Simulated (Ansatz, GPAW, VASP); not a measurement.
# One structure in several programs: Al₂Te₅ (C2/m, 7 atoms in the cell)

Self-consistent single point.

```
Al2Te5
1.0
    6.89271    -2.04951     0.00000
    6.89271     2.04951     0.00000
   -6.09401     0.00000     7.96752
Al Te
2 5
Cartesian
  1.46261   0.00000   4.76545
  6.22880   0.00000   3.20207
  2.69103   0.00000   6.96162
  5.00038   0.00000   1.00590
  0.00000   0.00000   0.00000
 -1.15420   0.00000   4.77995
  8.84561   0.00000   3.18757
```

All programs got the same cell, k-point mesh and kind of occupations (in Ansatz's words: kpoints.mp_grid.grid = 3 3 2; scf.occupations.method = fermi_dirac; scf.occupations.width = 0.0007 Ry); potentials, basis and cutoffs are each program's usual ones.

```json
[
 {"code": "GPAW", "model": "PBEsol, GPAW PAW datasets PBEsol (made by gpaw-setup)", "pressure (GPa)": "2.07", "largest force (eV/Å)": "0.656", "gap on the mesh (eV)": "1.085", "cutoff": "550 eV"},
 {"code": "Ansatz", "model": "PBEsol, PAW files made with PBE", "pressure (GPa)": "2.16", "largest force (eV/Å)": "0.643", "gap on the mesh (eV)": "1.095", "cutoff": "30.9 Ry"},
 {"code": "VASP", "model": "PBEsol, VASP's PBE PAW potentials (set 64)", "pressure (GPa)": "2.34", "largest force (eV/Å)": "0.697", "gap on the mesh (eV)": "1.083", "cutoff": "300 eV"}
]
```

Size of the force on each atom (eV/Å): Sizes of forces hide their directions.

| code | Al1 | Al2 | Te3 | Te4 | Te5 | Te6 | Te7 |
|---|---|---|---|---|---|---|---|
| GPAW | 0.106 | 0.106 | 0.630 | 0.630 | 0.000 | 0.656 | 0.656 |
| Ansatz | 0.103 | 0.103 | 0.636 | 0.636 | 0.000 | 0.643 | 0.643 |
| VASP | 0.106 | 0.106 | 0.683 | 0.683 | 0.000 | 0.697 | 0.697 |

Gaps are read on the mesh. Another mesh or the band path gives a smaller gap, so these values are not converged in the mesh.

The spread over the programs that give each value: pressure within 0.27 GPa; largest force within 0.054 eV/Å; gap on the mesh within 0.012 eV.

The starting cell comes from a database of computed structures (which also holds hypothetical and non-ambient phases and stackings), without a prior relaxation at this level. Its lattice was rescaled by a random factor within 2.5 % of one. On Ansatz's run: Spin-orbit coupling is off. Another mesh or the band path of this cell gives a smaller gap, so this value is not converged in the mesh.

**Question.** Why do the programs differ, and what cannot be compared?

**Answer.** Differences of this kind can come from the potentials, where these differ, and from what each basis and cutoff leave unconverged. The valence holds different numbers of electrons (GPAW 36, Ansatz (a quantum-chemistry and plane-wave program) 86, VASP 36). The zero of total energies and Fermi levels follows the potentials and each program's conventions, so they are not compared here. Ansatz's pressure is given at a fixed set of plane waves, as the other plane-wave codes print theirs. Ansatz's smearing width was typed in Ry to four decimals, so it matches the others to a few per cent.

The shared mesh is coarse (it stands for a supercell whose shortest vector is 12 Å), so the values are not converged in it.

VASP's run is marked for a possible Pulay error in its stress at this cutoff; no cutoff test was made.

Left out of this page: Quantum ESPRESSO, ABINIT, CP2K, Elk, FLEUR and SIESTA (not drawn, or without a comparable value).

Keys are those of Ansatz 0.2.
